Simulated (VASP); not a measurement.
YCuF5: single point with PBE

YCuF5:

```
Y Cu F
1.0
    -2.11615    3.47550    4.03327
     2.11615   -3.47550    4.03327
     2.11615    3.47550   -4.03327
Y Cu F
1 1 5
Direct
  0.50486 0.50582 0.00272
  0.99872 0.01205 0.99794
  0.49190 0.99132 0.49282
  0.78406 0.77139 0.00490
  0.22822 0.21313 0.98652
  0.19287 0.51042 0.69786
  0.81105 0.50652 0.31686
```

The cell comes from a database or a generator and needn't be the stable form of this composition.

The cell isn't the ideal one: atoms moved at random, drawn with an rms of 0.05 Å.

```yaml
Program: VASP 6.6.1
Task: single point
Functional: PBE
Potentials_or_basis: VASP PAW PBE potentials, release 64 (Y_sv, Cu, F)
Cutoff: 520 eV
k_mesh: 7 × 7 × 7
Occupations: fermi-dirac, width 0.05 eV
Spin: no spin polarisation
```

```json
{
 "Pressure": "0.1 GPa",
 "Largest force": "1.157 eV/Å",
 "Band gap on the k mesh": "none (metal or under the smearing width)"
}
```

Forces on the atoms (eV/Å):
```
Y   -0.347 -0.262 -0.044
Cu  -0.098  0.243 -1.127
F    0.384  0.053 -0.002
F    0.084 -0.136  0.531
F    0.103 -0.061  0.577
F   -0.061 -0.216  0.051
F   -0.065  0.379  0.014
```

Stress tensor (GPa, compression positive):
```
-0.47  0.05 -0.10
 0.05  0.61  0.05
-0.10  0.05  0.02
```

Levels at points of the mesh, in eV from the Fermi level:
```csv
k point,band 27,band 28,band 29,band 30,band 31,band 32
"(0.00, 0.00, 0.00)",-0.56,-0.34,-0.19,4.65,6.76,6.90
```

Run time: 14 min on 1 thread of Intel(R) Xeon(R) Platinum 8488C (Sapphire Rapids), on a shared host, peak memory 0.86 GiB.

Caveat: an odd number of electrons without spin polarisation forces a metal; a magnetic or distorted state may lie lower; the run has no spin polarisation, though such a crystal can be magnetic; semilocal functionals often make such compounds metallic where correlation or magnetic order opens a gap, which also shifts bond lengths.
